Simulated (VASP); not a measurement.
The input files of a VASP run:

**KPOINTS**
```
Automatic mesh
0
Gamma
7 7 7
0 0 0
```

**POSCAR**
```
LiBr
1
    0.0000000000     2.8050000000     2.8050000000
    2.8050000000     0.0000000000     2.8050000000
    2.8050000000     2.8050000000     0.0000000000
Li Br
1 1
Direct
  0.0000000000   0.0000000000   0.0000000000
  0.5000000000   0.5000000000   0.5000000000
```

### INCAR
```
ALGO  =  Normal
EDIFF  =  1E-6
ENCUT  =  520
GGA  =  PE
ISIF  =  2
ISMEAR  =  0
LASPH  =  .True.
LCHARG  =  .False.
LMAXMIX  =  4
LREAL  =  .False.
LWAVE  =  .False.
NELM  =  100
PREC  =  Accurate
SIGMA  =  0.05
SYSTEM  =  LiBr
```

POTCAR, in this order: Li_sv Br (PBE.64 set). Program: vasp_std.

### Question
Translate this PBE calculation to Quantum ESPRESSO's pw.x.

### Answer
One equivalent input (not run):
```
&CONTROL
  calculation = 'scf'
  pseudo_dir = './pseudo'
  outdir = './out'
  tprnfor = .true.
  tstress = .true.
/
&SYSTEM
  ibrav = 0
  nat = 2
  ntyp = 2
  ecutwfc = 74
  occupations = 'smearing'
  smearing = 'gaussian'
  degauss = 0.003675
  input_dft = 'pbe'
/
&ELECTRONS
  conv_thr = 7.3e-08
  electron_maxstep = 100
/
ATOMIC_SPECIES
  Li 6.940 Li.upf
  Br 79.904 Br.upf
CELL_PARAMETERS angstrom
     0.0000000    2.8050000    2.8050000
     2.8050000    0.0000000    2.8050000
     2.8050000    2.8050000    0.0000000
ATOMIC_POSITIONS crystal
  Li   0.0000000  0.0000000  0.0000000
  Br   0.5000000  0.5000000  0.5000000
K_POINTS automatic
  7 7 7 0 0 0
```
What does not carry over: the potentials are each code's own (VASP's PAW set, PseudoDojo norm-conserving files in pw.x), so ENCUT and ecutwfc are chosen apart and not converted; conv_thr bounds pw.x's estimated SCF error, while EDIFF bounds the energy change between steps.

The compound is LiBr in the rock salt structure. The cell was not relaxed at this level.
